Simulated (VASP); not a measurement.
Input:

```xyz
3
Lattice="1.8511 -3.2061 0.0000 1.8511 3.2061 0.0000 0.0000 0.0000 6.5574" Properties=species:S:1:pos:R:3 pbc="T T T"
Sn     3.7021     0.0000     0.0000
S      1.8511     1.0687     1.4774
S      1.8511    -1.0687     5.0800
```

Computed with PBE GGA, VASP's PBE PAW potentials (set 64) (plane waves; VASP). Settings: 400 eV cut-off, 8×8×4 Γ-centred mesh, tetrahedra with Blöchl corrections, potentials Sn_d S.

The cores are frozen, which limits the accuracy of field gradients. Without a dispersion term in the relaxation, distances and binding between the weakly bound layers, chains or molecules are unreliable, and so is what depends on them.

Task: Give the principal components of the electric field gradient (V/Å²) and the asymmetry η at each nucleus.

Result: 
```csv
atom,Vxx,Vyy,Vzz,η
Sn1,-5.1,-5.1,10.1,0.00
S2,25.0,25.0,-50.0,0.00
S3,25.0,25.0,-50.0,0.00
```

The compound is SnS2 in the 1T layered structure. It was relaxed first, which changed the volume by +14 %.
